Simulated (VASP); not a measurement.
All values below come from r2SCAN meta-GGA, VASP's PBE PAW potentials (set 64) (plane waves; VASP).

VASP ran on this input.

**INCAR**
```
SYSTEM = GePd
PREC = Accurate
ENCUT = 400
EDIFF = 1E-6
NELM = 100
ALGO = Normal
LREAL = .FALSE.
LASPH = .TRUE.
ISMEAR = 1
SIGMA = 0.1
METAGGA = R2SCAN
LMIXTAU = .TRUE.
LMAXMIX = 4
LWAVE = .FALSE.
LCHARG = .FALSE.
IBRION = 2
ISIF = 3
NSW = 60
EDIFFG = -0.02
```

File POSCAR:
```
GePd
1
    1.4272036314    -4.8728385193     0.0000000000
    1.4272036314     4.8728385193    -0.0000000000
    0.0000000000    -0.0000000000     4.4617057484
Ge Pd
2 2
Direct
  0.5851344495   0.4148655505   0.2500000000
  0.4148655505   0.5851344495   0.7500000000
  0.8417238128   0.1582761872   0.2500000000
  0.1582761872   0.8417238128   0.7500000000
```

**KPOINTS**
```
Automatic mesh
0
Gamma
10 10 6
0 0 0
```

POTCAR, in this order: Ge_d Pd (PBE.64 set). Program: vasp_std.

Q: What will the output report for the number of irreducible k-points (NKPTS), number of bands (NBANDS), largest plane-wave count, number of space-group operations, FFT grid (NGX, NGY, NGZ)?

A: 
The number of irreducible k-points (NKPTS) is 124, the number of bands (NBANDS) is 28 and the largest plane-wave count comes out as 1150. The number of space-group operations is 8 and the FFT grid (NGX, NGY, NGZ) is 36 × 36 × 30.

The structure was generated: GePd was put into the CrB type (Cmcm), which need not be its known phase. This run relaxes it. Symmetry was kept, so distortions that lower it aren't found. The start is the result of an earlier pass.
